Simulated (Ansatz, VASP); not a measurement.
**NbIn2: VASP beside Ansatz**

One calculation is typed for both programs; each brings its own data sets. How far apart do they land? The cell is generated by rule, not measured, and may not be a known phase. Of the first pair: The two relaxations start from unlike cells of this crystal (the structure described is Ansatz's start), so only their ends are compared.

Program: Ansatz 0.2.0. Level of theory: plane waves, with VASP 6.6.1 beside it; relaxation of cell and atoms at PBEsol. Results are calculated unless marked as measured.

### 1. Set-up

Symmetry: P6/mmm, No. 191, hexagonal system. Conventional cell: a = 3.616 Å, b = 3.616 Å, c = 3.874 Å, α = 90.00°, β = 90.00°, γ = 120.00°. Nearest to Nb lie 12 In at 2.85 Å. In has 3 In at 2.09 Å and 6 Nb at 2.85 Å nearest. Farther neighbours are not listed.

Coordinates:

```cif
data_structure
_symmetry_space_group_name_H-M 'P 1'
_symmetry_Int_Tables_number 1
_cell_length_a 3.6158
_cell_length_b 3.6158
_cell_length_c 3.8736
_cell_angle_alpha 90.000
_cell_angle_beta 90.000
_cell_angle_gamma 120.000
_cell_volume 43.86
loop_
_atom_site_label
_atom_site_type_symbol
_atom_site_fract_x
_atom_site_fract_y
_atom_site_fract_z
_atom_site_occupancy
Nb1 Nb 0.00000 0.00000 0.00000 1
In2 In 0.33333 0.66667 0.50000 1
In3 In 0.66667 0.33333 0.50000 1
```

### 2. Ansatz: relaxation of cell and atoms, PBEsol, pair 1

Ansatz runs on its default PAW (the set named soft_2) files.

The relaxed volume is the usual yardstick between codes: in a stiff, nearly cubic crystal its relative difference is about their pressure difference at one cell divided by the bulk modulus.

File input.yaml:

```yaml
crystal:
  lattice:
    - [3.61579, 0.0, 0.0]
    - [-1.80789, 3.13136, 0.0]
    - [0.0, 0.0, 3.87356]
  atoms:
    - { symbol: Nb, position: [0.0, 0.0, 0.0] }
    - { symbol: In, position: [0.3333333333, 0.6666666667, 0.5] }
    - { symbol: In, position: [0.6666666667, 0.3333333333, 0.5] }
kpoints:
  mp_grid: { grid: [6, 6, 6] }
hamiltonian:
  xc: pbesol
scf:
  occupations: { method: gaussian, width: 0.1 }
output:
  forces: true
  stress: true
  eigenvalues: true
relax:
  adjacent_minimum: "off"
  f_tol: 0.05
  max_steps: 80
  cell: { stress_tol: 0.5 }
```

The run is started by

```sh
ansatz run input.yaml --threads 8 --pin off --max-ram 14336MiB --backend cpu --events-out ev --progress --plain --runs-dir out
```

Numbers of over 12 decimals in the logs are rounded to 6 here.

The log of the run:

```text
The last accepted step is kept in <dir> (removed where the run ends without a failure and the disk answers)
Engine: ansatz 0.2.0, aarch64-unknown-linux-gnu
Pseudopotentials: kind: paw
Pseudopotential: Nb, paw, valence charge 13, recommended cutoff 420 eV (normal), Nb.paw.azcp
Pseudopotential: In, paw, valence charge 13, recommended cutoff 420 eV (normal), In.paw.azcp
Functional definition: PBEsol
  exchange = pbesol_x
  correlation = pbesol_c
Crystal: 3 atoms, lattice volume = 43.858 Å³
Basis set: ecut = 420 eV, 841 PW (Γ), exchange–correlation on 50×50×54 points (8 copies of the dense FFT grid, shifted against one another)
Bands: 24, of which v1, the nominal top of the filled ones, is band 20 counted from 1 (19 counted from 0)
Symmetry: 24 space group operations
Space group: P6/mmm (ITA 191), of the structure as read, at distance tolerance 3.5e-5 Å
k-points: 28 of 216
Non-local potential: Nb, projectors of the file, l = 0: 3, l = 1: 2, l = 2: 2, l = 3: 1
Non-local potential: In, projectors of the file, l = 0: 2, l = 1: 2, l = 2: 2, l = 3: 2
PAW form: soft (Blöchl's): semilocal exchange-correlation on the pseudo side does not see the compensation charge
PAW frozen core: Nb, regenerated for the run's functional, and the local potential with it (the file was generated under x = pbe(κ = 0.804, μ = 0.219515), c = pbe(β = 0.066725))
PAW frozen core: In, regenerated for the run's functional, and the local potential with it (the file was generated under x = pbe(κ = 0.804, μ = 0.219515), c = pbe(β = 0.066725))
PAW one-centre angular grid: Nb, 590 points (default); XC on 64 Gauss nodes
PAW one-centre angular grid: In, 590 points (default); XC on 64 Gauss nodes
Initial density: superposition of atomic densities (neutral atoms: chi_scale 0, normalization atom), corrected by the library's trained network
Initial wavefunctions: pseudopotential atomic-orbital guess
Functional: x = pbesol(κ = 0.804, μ = 0.123457), c = pbesol(β = 0.046)
SCF iter   1: F=—  HF=-15535.306859 eV  |F-HF|=—  |Δ(HF+E_count)|=         —  Δρ=6.33e-3  dr2=1.56e-2  ethr=1.77e-3  ⟨swp⟩=6.6  Hψ=3580  notcnv=0
preconditioner: auto → Kerker (q_TF=auto, 2.675 Å⁻¹)  [metal: Δε(μ)=0.016 eV  Ē_g=18.788 eV  σ=0.100 eV  W_gap=0.09  n_scr=20 (ndim 8)  ℏωp=34.1 eV  f_vac=0.000  D(μ)=1.15/eV (n_scr^D=8)]
SCF iter   2: F=—  HF=-15535.304434 eV  |F-HF|=—  |Δ(HF+E_count)|=   2.43e-3  Δρ=3.93e-3  dr2=6.99e-3  ethr=4.01e-5  ⟨swp⟩=1.5  Hψ=919  notcnv=0
SCF iter   3: F=—  HF=-15535.302261 eV  |F-HF|=—  |Δ(HF+E_count)|=   2.17e-3  Δρ=6.45e-4  dr2=2.38e-4  ethr=1.79e-5  ⟨swp⟩=2.0  Hψ=790  notcnv=0
SCF iter   4: F=—  HF=-15535.302186 eV  |F-HF|=—  |Δ(HF+E_count)|=   7.51e-5  Δρ=1.62e-4  dr2=7.01e-6  ethr=6.11e-7  ⟨swp⟩=2.1  Hψ=893  notcnv=0
SCF iter   5: F=—  HF=-15535.302180 eV  |F-HF|=—  |Δ(HF+E_count)|=   6.30e-6  Δρ=2.49e-5  dr2=2.90e-7  ethr=1.80e-8  ⟨swp⟩=2.1  Hψ=1143  notcnv=0
SCF iter   6: F=-15535.302180 eV  HF=-15535.302180 eV  |F-HF|=1.63e-8  |Δ(HF+E_count)|=   5.80e-8  Δρ=6.61e-6  dr2=2.48e-8  ethr=2.56e-10  ⟨swp⟩=8.5  Hψ=3290  notcnv=0
SCF 1 converged in 6 iterations: F = -15535.302180 eV  dr2 = 2.48e-8
  greatest PAW one-centre occupation: 0.997 electrons in one spin orbital (limit 2), on the Nb atom at site 0 (counted from 0), in its partial waves of l = 0
relax step   1: F+E_penalty+E_count = -15535.30217991 eV  Δ(F+E_penalty+E_count) = +0.000e0 eV  max|allowed force component| = 4.071e-16 eV/Å  Δτ_max = 0.0000 Å  P = +133.246 GPa  Ω = 43.858 Å³  (6 SCF iters, dr2 threshold 1.00e-7 eV, accepted)
[...]
relax step  12: F+E_penalty+E_count = -15545.65202055 eV  Δ(F+E_penalty+E_count) = -2.438e-1 eV  max|allowed force component| = 2.129e-17 eV/Å  Δτ_max = 0.0000 Å  P = +0.032 GPa  Ω = 59.845 Å³  energy of the carried Pulay correction = -1.799e-3 eV  (6 SCF iters, dr2 threshold 3.00e-7 eV, accepted)
[...]
relax step  13: F+E_penalty+E_count = -15545.71791174 eV  Δ(F+E_penalty+E_count) = -6.589e-2 eV  max|allowed force component| = 2.930e-17 eV/Å  Δτ_max = 0.0000 Å  P = +0.236 GPa  Ω = 59.892 Å³  energy of the carried Pulay correction = -1.932e-3 eV  (6 SCF iters, dr2 threshold 3.00e-7 eV, accepted)
[...]
relax step  14: F+E_penalty+E_count = -15545.71914515 eV  Δ(F+E_penalty+E_count) = -1.233e-3 eV  max|allowed force component| = 2.467e-17 eV/Å  Δτ_max = 0.0000 Å  P = +0.202 GPa  Ω = 59.892 Å³  stress off target by 4.25e-1 GPa  SCF on the basis re-selected at this cell (its energy is not comparable with the rows above)  (6 SCF iters)
basis re-selected at this cell: Δ(F+E_penalty+E_count) = -1.233e-3 eV, ΔP = -0.034 GPa vs the last step (what re-selecting the basis moved, of the pressure what is left beyond the Pulay correction that the steps carried, after the strain that the cell walked since its last selection, with what the two solves' SCF thresholds leave and, on support functions, any second-order correction that the steps lacked; it is no measure of the basis error at this ecutwfc). The dense FFT grid was sized anew with the basis: this SCF ran on 36×36×20 points, the steps before it on 32×32×20, so part of this shift can come from that change (see relax.cell in the input reference). [rest of the remark cut]
SCF converged after 6 iterations
Free energy (F): -15545.719145 eV
Harris-Foulkes:  -15545.719145 eV  (|F-HF|=1.09e-11)
Internal energy: -15545.709810 eV  (E = F + TS)
E sigma→0 (E₀):  -15545.714478 eV
Entropy (-TS):   -0.009335 eV (-3.112 meV/atom)
Fermi energy:    14.770349 eV
--- Per-component energies (eV) ---
  E_band       = -45.590817
  E_kinetic    = 883.051331
  E_local      = -2578.941124  (includes V_loc(G=0)·N_el)
  E_nonlocal   = 858.311403
  E_hartree    = 960.287082
  E_xc         = -602.539910
  E_vxc        = -413.901310  (∫ρ·V_xc dr)
  E_paw        = -11186.079484  (= ΣΔE_a)
  E_vpaw       = -714.685330  (= ΣTr[D̂ρ^β])
  E_aug_tail   = 0.000056  (compensation charges beyond the density's cutoff)
  E_ewald      = -3880.459678
  E_core_change = 0.660514  (= ΣΔE_core)
  E_smearing   = -0.009335  (= −TS)
  E_closure    = -0.000000  (closes the sum)
  Σ components = -15545.719145   (vs F -15545.719145, Δ=0.00e0)
--- Forces (eV/Å), atoms counted from 1 ---
  atom   1  Nb    -0.00000000     0.00000000     0.00000000
  atom   2  In     0.00000000    -0.00000000    -0.00000000
  atom   3  In    -0.00000000     0.00000000     0.00000000
  max |Σ_I F_I| component: 2.31e-18 eV/Å
--- Stress (GPa, compression-positive) ---
        0.090657       0.000000      -0.000000
        0.000000       0.090657       0.000000
       -0.000000       0.000000       0.425026
  P = ⅓ Tr σ = 0.2021 GPa (2.021 kbar)
--- Band table (eV; the first three rows and the last of 28) ---
  k-point 0: bands = [... 16 lower, 11.4324, 12.6546, 12.7308, 16.0083, 16.0083, 17.2767, 17.2767, 19.0257]
  k-point 1: bands = [... 16 lower, 12.0004, 13.0720, 13.6272, 14.8550, 14.8550, 18.4148, 18.4148, 18.8669]
  k-point 2: bands = [... 16 lower, 13.5189, 13.5189, 13.5522, 13.5522, 14.4204, 17.8784, 17.9545, 17.9545]
  k-point 27: bands = [... 16 lower, 12.2299, 12.2299, 13.7244, 15.4268, 16.2315, 16.2315, 16.3680, 16.3680]
--- Relaxed structure (12 steps of the walk, 12 accepted, 2 SCFs on fresh bases) ---
  F+E_penalty+E_count = -15545.71914515 eV   max|allowed force component| = 2.467e-17 eV/Å   (the final SCF, on the basis selected at the relaxed cell)
  cell:  # Å, volume = 59.8922 Å³
    - [4.897793, -3.910272622318052e-6, 0]
    - [-2.448893, 4.241615, 5.7261074728872814e-18]
    - [0, 7.083308660598991e-18, 2.882962]
  atoms:
    - { symbol: Nb, position: [0, 0, 0] }
    - { symbol: In, position: [0.333333, 0.666667, 0.5] }
    - { symbol: In, position: [0.666667, 0.333333, 0.5] }
```

In the SCF lines HF is the Harris–Foulkes energy and dr2 the Hartree energy of the density residual, in eV; the loop may stop once dr2 is under the threshold and the program's other checks hold. Hψ counts applications of the Hamiltonian.

### 3. VASP: relaxation of cell and atoms, PBEsol, pair 1

Its own start cell and the same functional, mesh and smearing now go to VASP, with its own data sets.

Lines of VASP's logs that name or quote its potential files are left out, and so is its time.

File INCAR:

```
SYSTEM = NbIn2
PREC = Accurate
ENCUT = 500
EDIFF = 1E-07
NELM = 120
ISMEAR = 0
SIGMA = 0.1
LREAL = .FALSE.
ALGO = Normal
GGA = PS
NBANDS = 25
LASPH = .TRUE.
LORBIT = 11
LWAVE = .FALSE.
LCHARG = .FALSE.
ISIF = 3
IBRION = 2
NSW = 80
EDIFFG = -0.005
GGA_COMPAT = .FALSE.
NELMIN = 4
KPAR = 2
```

File POSCAR:

```
NbIn2
1.0
    4.8818373687     -0.0000040977      0.0000000000
   -2.4409153499      4.2277952687      0.0000000000
    0.0000000000      0.0000000000      2.8919174786
Nb In
1 2
Direct
    0.0000000000      0.0000000000      0.0000000000
    0.3333334255      0.6666666667      0.5000000000
    0.6666665745      0.3333333333      0.5000000000
```

File KPOINTS:

```
Automatic mesh
0
Gamma
6 6 6
0 0 0
```

Potentials, in the order of the species: Nb_sv and In_d (PBE family, release 64).

The run is started by

```sh
mpirun -np 2 vasp_std
```

The log of the run:

```text
[banner, memory and clock lines left out]
running    2 mpi-ranks, on    1 nodes
 distrk:  each k-point on    1 cores,    2 groups
 distr:  one band on    1 cores,    1 groups

 POSCAR found type information on POSCAR NbIn
 POSCAR found :  2 types and       3 ions
|                                                                             |
|               ----> ADVICE to this user running VASP <----                  |
|                                                                             |
|     You enforced a specific xc type in the INCAR file but a different       |
|     [... a line on the potential file left out ...]
|     I HOPE YOU KNOW WHAT YOU ARE DOING!                                     |
|                                                                             |

 LDA part: xc-table for (Slater+PW92), standard interpolation
 POSCAR, INCAR and KPOINTS ok, starting setup
 FFT: planning ... GRIDC
 FFT: planning ... GRID_SOFT
 FFT: planning ... GRID
 WAVECAR not read
 entering main loop
       N       E                     dE             d eps       ncg     rms          rms(c)
DAV:   1     0.412482182203E+03    0.41248E+03   -0.19424E+04  1400   0.215E+03
DAV:   2     0.243318328243E+02   -0.38815E+03   -0.38224E+03  1448   0.527E+02
DAV:   3    -0.151255083751E+02   -0.39457E+02   -0.38857E+02  1798   0.194E+02
DAV:   4    -0.171547065270E+02   -0.20292E+01   -0.20154E+01  2384   0.406E+01
DAV:   5    -0.172131777516E+02   -0.58471E-01   -0.58413E-01  2146   0.511E+00    0.910E+00
DAV:   6    -0.164849907610E+02    0.72819E+00   -0.30502E+00  2051   0.135E+01    0.337E+00
DAV:   7    -0.163825462960E+02    0.10244E+00   -0.45953E-01  2173   0.626E+00    0.182E+00
DAV:   8    -0.163590738941E+02    0.23472E-01   -0.75799E-02  2026   0.230E+00    0.631E-01
DAV:   9    -0.163571420091E+02    0.19319E-02   -0.73719E-03  2099   0.111E+00    0.175E-01
DAV:  10    -0.163570519215E+02    0.90088E-04   -0.61489E-04  2213   0.290E-01    0.344E-02
DAV:  11    -0.163570331313E+02    0.18790E-04   -0.85231E-05  1844   0.833E-02    0.165E-02
DAV:  12    -0.163570352816E+02   -0.21503E-05   -0.64034E-06  2019   0.198E-02    0.436E-03
DAV:  13    -0.163570348474E+02    0.43418E-06   -0.65921E-07  1844   0.708E-03    0.125E-03
DAV:  14    -0.163570347864E+02    0.61029E-07   -0.40773E-08  1016   0.204E-03
   1 F= -.16357035E+02 E0= -.16352394E+02  d E =-.163570E+02
[...]
2 F= -.16357587E+02 E0= -.16352883E+02  d E =-.552545E-03
[...]
3 F= -.16357843E+02 E0= -.16353168E+02  d E =-.807775E-03
[...]
4 F= -.16357924E+02 E0= -.16353253E+02  d E =-.814240E-04
 trial-energy change:   -0.000081  1 .order   -0.000079   -0.000244    0.000085
 step:   0.6941(harm=  0.6867)  dis= 0.00000  next Energy=   -16.357935 (dE=-0.921E-04)
 bond charge predicted
       N       E                     dE             d eps       ncg     rms          rms(c)
DAV:   1    -0.163580444701E+02   -0.12049E-03   -0.39820E-03  1585   0.662E-01    0.599E-02
DAV:   2    -0.163579643606E+02    0.80109E-04   -0.24890E-04  1808   0.195E-01    0.289E-02
DAV:   3    -0.163579376542E+02    0.26706E-04   -0.56341E-05  2184   0.941E-02    0.908E-03
DAV:   4    -0.163579355105E+02    0.21436E-05   -0.85178E-06  2165   0.243E-02    0.569E-03
DAV:   5    -0.163579349178E+02    0.59274E-06   -0.10588E-06  2090   0.989E-03    0.323E-03
DAV:   6    -0.163579345921E+02    0.32568E-06   -0.92407E-08   948   0.473E-03    0.640E-04
DAV:   7    -0.163579345668E+02    0.25333E-07   -0.60278E-08   739   0.314E-03
   5 F= -.16357935E+02 E0= -.16353263E+02  d E =-.920050E-04
 curvature:  -0.38 expect dE=-0.950E-07 dE for cont linesearch -0.714E-08
 trial: gam= 0.01775 g(F)=  0.939E-41 g(S)=  0.253E-06 ort =-0.234E-05 (trialstep = 0.881E+00)
 search vector abs. value=  0.260E-06
 reached required accuracy - stopping structural energy minimisation
```

From OUTCAR (step 3):

```text
ion  position               nearest neighbor table
   1  0.000  0.000  0.000-   2 3.17   2 3.17   3 3.17   3 3.17   3 3.17   3 3.17   2 3.17   2 3.17
                             2 3.17   3 3.17   2 3.17   3 3.17
   2  0.333  0.667  0.500-   3 2.82   3 2.82   3 2.82   1 3.17   1 3.17   1 3.17   1 3.17   1 3.17
                             1 3.17
   3  0.667  0.333  0.500-   2 2.82   2 2.82   2 2.82   1 3.17   1 3.17   1 3.17   1 3.17   1 3.17
                             1 3.17

  LATTYP: Found a hexagonal cell.
 ALAT       =     4.8818373687
 C/A-ratio  =     0.5923830026

 Subroutine GETGRP returns: Found 24 space group operations
 (whereof 24 operations were pure point group operations)

The static configuration has the point symmetry D_6h.

 Found     28 irreducible k-points:

   k-points           NKPTS =     28   k-points in BZ     NKDIM =     28   number of bands    NBANDS=     25

   dimension x,y,z NGX =    36 NGY =   36 NGZ =   24
   dimension x,y,z NGXF=    72 NGYF=   72 NGZF=   48

   ENCUT  =  500.0 eV  36.75 Ry    6.06 a.u.   8.90  8.90  5.27*2*pi/ulx,y,z

   NELECT =      39.0000    total number of electrons

 k-points in reciprocal lattice and weights: Automatic mesh
   0.00000000  0.00000000  0.00000000       0.005
   0.16666667  0.00000000  0.00000000       0.028
   0.33333333 -0.00000000  0.00000000       0.028
   0.50000000 -0.00000000  0.00000000       0.014
   0.16666667  0.16666667  0.00000000       0.028
   0.33333333  0.16666667  0.00000000       0.056
   0.33333333  0.33333333  0.00000000       0.009
   0.00000000  0.00000000  0.16666667       0.009
   0.16666667  0.00000000  0.16666667       0.056
[...]
0.33333333  0.16666667  0.50000000       0.056
   0.33333333  0.33333333  0.50000000       0.009

 average (electrostatic) potential at core
       1 -78.0838       2 -90.6108       3 -90.6108

 E-fermi :  10.4123

 k-point     1 :       0.0000    0.0000    0.0000
  band No.  band energies     occupation
    ...
     15       0.1257      2.00000
     16       7.0818      2.00000
     17       7.0819      2.00000
     18       8.3058      2.00000
     19       8.3804      2.00000
     20      11.6517      0.00000
     21      11.6518      0.00000
     22      12.9057      0.00000
     23      12.9057      0.00000
     24      14.6652      0.00000
    ...

 k-point     2 :       0.1667    0.0000    0.0000
  band No.  band energies     occupation
    ...
     15       0.3961      2.00000
     16       5.7172      2.00000
     17       7.1548      2.00000
     18       8.2745      2.00000
     19       9.8831      2.00000
     20      10.6991      0.00005
     21      11.1191      0.00000
     22      12.8246      0.00000
     23      12.9075      0.00000
     24      15.0222      0.00000
    ...

 k-point     3 :       0.3333   -0.0000    0.0000
  band No.  band energies     occupation
    ...
     16       4.0768      2.00000
     17       7.3411      2.00000
     18       7.9031      2.00000
     19       9.5944      2.00000
     20      10.2906      1.91483
     21      12.2340      0.00000
     22      12.6901      0.00000
     23      12.9111      0.00000
     24      15.4385      0.00000
     25      16.8977      0.00000

  Total        0.0024083      0.0024083      0.0020276     -0.0000000      0.0000000     -0.0000000
  in kB        0.0643466      0.0643465      0.0541728     -0.0000000      0.0000000     -0.0000000
  external PRESSURE =       0.0609553 kB  Pullay stress =       0.0000000 kB

  energy-cutoff  :      500.00
  volume of cell :       59.97
      direct lattice vectors                 reciprocal lattice vectors
     4.897245183 -0.000004111 -0.000000000     0.204196532  0.117892760 -0.000000000
    -2.448619247  4.241138815  0.000000000     0.000000198  0.235785842 -0.000000000
     0.000000000  0.000000000  2.887145312    -0.000000000 -0.000000000  0.346362892

 POSITION                                       TOTAL-FORCE (eV/Angst)
 -----------------------------------------------------------------------------------
     -0.00000      0.00000      0.00000         0.000000     -0.000000      0.000000
      0.00000      2.82742      1.44357         0.000000     -0.000000     -0.000000
      2.44862      1.41371      1.44357        -0.000000      0.000000      0.000000
 -----------------------------------------------------------------------------------
    total drift:                               -0.000000      0.000000     -0.000000

  FREE ENERGIE OF THE ION-ELECTRON SYSTEM (eV)
  ---------------------------------------------------
  free  energy   TOTEN  =       -16.3579345668 eV

  energy  without entropy=      -16.3485914651  energy(sigma->0) =      -16.35326302

 reached required accuracy - stopping structural energy minimisation

 total charge
# of ion       s       p       d       tot
------------------------------------------
    1        2.149   5.962   2.480  10.592
    2        0.855   0.855   9.878  11.588
    3        0.855   0.855   9.878  11.588
--------------------------------------------------
tot          3.858   7.672  22.237  33.768

[... 3 further parts left out ...]
```

CONTCAR:

```
NbIn2
   1.00000000000000
     4.8972451828710568   -0.0000041114139572   -0.0000000000000000
    -2.4486192471378763    4.2411388154988057    0.0000000000000000
     0.0000000000000000    0.0000000000000000    2.8871453122682733
  Nb              In
     1     2
Direct
     0.0000000000000000    0.0000000000000000    0.0000000000000000
     0.3333334255000011    0.6666666667000030    0.5000000000000000
     0.6666665744999989    0.3333333332999970    0.5000000000000000
```

The run keeps the 24 symmetry operations of its start, so it cannot find a distortion of lower symmetry.

### 4. Differences

Known differences besides the potentials themselves: the cutoff is 420 eV in Ansatz and 500 eV in VASP; Ansatz makes its cores anew for this functional, VASP keeps those of its PBE data sets; Ansatz adds a Pulay correction to the stress that steers its cell, VASP none. Total energies have different zeros and are not compared.

The two programs side by side:

```csv
quantity,Ansatz,VASP,difference
volume (Å³),59.89,59.97,-0.12 %
"edge a after relaxation, in the typed setting (Å)",4.898,4.897,+0.01 %
"edge c after relaxation, in the typed setting (Å)",2.883,2.887,-0.14 %
```

(Part 1 of 2 ends here.)

[Lines on the potential files, build, host, timing and source positions are cut from VASP's logs without a mark.]

[Logs are printed without paths, hosts, clocks, repeated set-up lines and the standing remarks that a program may print on its own settings, such as how far it seeks lower states.]

[Hosts, paths, dates, database ids (printed as entryN), source tags and the programs' standing remarks are cut or masked in the printed files.]
